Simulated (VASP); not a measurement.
Input:

```xyz
8
Lattice="3.6016 0.0000 0.0000 -1.8008 3.1191 0.0000 0.0000 0.0000 12.1504" Properties=species:S:1:pos:R:3 pbc="T T T"
Ni     0.0036     2.0397     1.5169
Ni     1.8030     1.0497     7.6014
Ni     1.7896     1.0387    10.6399
Ni     0.0003     2.0863     4.5814
Sb    -0.0398     0.0284     0.0020
Sb     0.0235    -0.0077     6.0513
Sb     0.0106     2.0923     9.0993
Sb     1.8116     1.0297     3.0340
```
Starting moments (μB, in the order of the record's atoms Ni Ni Ni Ni Sb Sb Sb Sb): 2.0 2.0 2.0 2.0 0.0 0.0 0.0 0.0.

Level of theory: LDA (Ceperley-Alder, Perdew-Zunger), VASP's LDA PAW potentials (set 64) (plane waves; VASP). Run with 300 eV cut-off, 4×4×1 Γ-centred mesh shifted by (0.5, 0.5, 0.5), Gaussian smearing of 0.10 eV, potentials Ni Sb.

At this cut-off the stress carries a Pulay error, which pulls relaxed volumes low.

**Question.** Which forces act on the atoms, in eV/Å?

**Answer.** 
```
atom      Fx      Fy      Fz
----  ------  ------  ------
Ni1   -0.046   0.210   0.732
Ni2    0.057  -0.011   0.610
Ni3   -0.017   0.079  -0.759
Ni4    0.086  -0.068  -0.871
Sb5    0.174  -0.232  -0.016
Sb6   -0.107   0.077   0.172
Sb7   -0.089  -0.034   0.077
Sb8   -0.058  -0.020   0.055
```

**Question.** Give the stress tensor in GPa (positive for a compressed cell).

**Answer.** 
```
 0.98  -0.04   0.00
-0.04   1.21   0.03
 0.00   0.03  -6.44
```
The pressure is its mean diagonal, -1.42 GPa.

The structure was generated: NiSb was put into an ordered model structure, which need not be its known phase. The cell was not relaxed at this level, atoms are displaced from their ideal sites. The k-mesh is coarse (spacing up to 0.52 per Å, 2π included), so the numbers may not be converged in it.
